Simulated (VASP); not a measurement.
```xyz
2
Lattice="0.0000 2.5944 2.5944 2.5944 0.0000 2.5944 2.5944 2.5944 0.0000" Properties=species:S:1:pos:R:3 pbc="T T T"
Sr     0.0000     0.0000     0.0000
O      2.5944     2.5944     2.5944
```

These are modified Becke-Johnson potential (mBJ) with spin-orbit coupling, VASP's PBE PAW potentials (set 64) (plane waves; VASP) values and carry that method's errors. Run with 450 eV cut-off, 6×6×6 Γ-centred mesh, Gaussian smearing of 0.050 eV, potentials Sr_sv O.

mBJ is a potential without an energy functional, so only the levels count.

Question: Give the energies of bands 11 to 23 at the high-symmetry points, in eV from the valence-band maximum.

Answer: 
| band | Γ | X | U | L | W |
|---|---|---|---|---|---|
| 11 | -0.05 | -0.38 | -0.76 | -1.65 | -0.97 |
| 12 | -0.05 | -0.38 | -0.76 | -1.65 | -0.97 |
| 13 | 0.00 | -0.13 | -0.53 | -1.00 | -0.38 |
| 14 | 0.00 | -0.13 | -0.53 | -1.00 | -0.38 |
| 15 | 0.00 | -0.07 | -0.39 | -0.99 | -0.33 |
| 16 | 0.00 | -0.07 | -0.39 | -0.99 | -0.33 |
| 17 | 5.83 | 4.89 | 6.19 | 7.69 | 7.30 |
| 18 | 5.83 | 4.89 | 6.19 | 7.69 | 7.30 |
| 19 | 7.16 | 8.32 | 9.06 | 9.35 | 7.31 |
| 20 | 7.16 | 8.32 | 9.06 | 9.35 | 7.31 |
| 21 | 7.16 | 10.04 | 9.09 | 9.41 | 8.89 |
| 22 | 7.16 | 10.04 | 9.09 | 9.41 | 8.89 |
| 23 | 7.21 | 11.04 | 10.41 | 10.47 | 11.08 |

The gap is indirect, 4.89 eV, from the valence maximum at Γ to the conduction minimum at X.

The compound is SrO in the rock salt structure. It was relaxed first. The cell's shape comes from a PBE relaxation.
